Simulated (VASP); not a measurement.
The input files of a VASP run:

### INCAR
```
# general
SYSTEM  = HgTe
PREC    = Accurate
ENCUT   = 300
LREAL   = F
LASPH   = T

# electronic loop
EDIFF   = 1E-6
NELM    = 100
ALGO    = Normal
LMAXMIX = 6

# smearing
ISMEAR  = 0
SIGMA   = 0.136

# ions
ISIF    = 2

# output
LWAVE   = F
LCHARG  = F
```

**POSCAR**
```
HgTe
1
    0.0000000000     3.3347290000     3.3347290000
    3.3347290000     0.0000000000     3.3347290000
    3.3347290000     3.3347290000     0.0000000000
Hg Te
1 1
Direct
  0.0000000000   0.0000000000   0.0000000000
  0.2500000000   0.2500000000   0.2500000000
```

### KPOINTS
```
Regular mesh
0
gamma
7 7 7
```

POTCAR, in this order: Hg Te (LDA.64 set). Program: vasp_std.

Q: Translate this LDA calculation to Quantum ESPRESSO's pw.x.

A: One equivalent input (not run):
```
&CONTROL
  calculation = 'scf'
  pseudo_dir = './pseudo'
  outdir = './out'
  tprnfor = .true.
  tstress = .true.
/
&SYSTEM
  ibrav = 0
  nat = 2
  ntyp = 2
  ecutwfc = 82.3
  occupations = 'smearing'
  smearing = 'gaussian'
  degauss = 0.009996
  input_dft = 'pz'
/
&ELECTRONS
  conv_thr = 7.3e-08
  electron_maxstep = 100
/
ATOMIC_SPECIES
  Hg 200.592 Hg.upf
  Te 127.600 Te.upf
CELL_PARAMETERS angstrom
     0.0000000    3.3347290    3.3347290
     3.3347290    0.0000000    3.3347290
     3.3347290    3.3347290    0.0000000
ATOMIC_POSITIONS crystal
  Hg   0.0000000  0.0000000  0.0000000
  Te   0.2500000  0.2500000  0.2500000
K_POINTS automatic
  7 7 7 0 0 0
```
What does not carry over: the potentials are each code's own (VASP's PAW set, PseudoDojo norm-conserving files in pw.x), so ENCUT and ecutwfc are chosen apart and not converted; conv_thr bounds pw.x's estimated SCF error, while EDIFF bounds the energy change between steps.

The structure comes from a computed database's HgTe entry; how it stands against other phases isn't given here. The cell was not relaxed at this level.
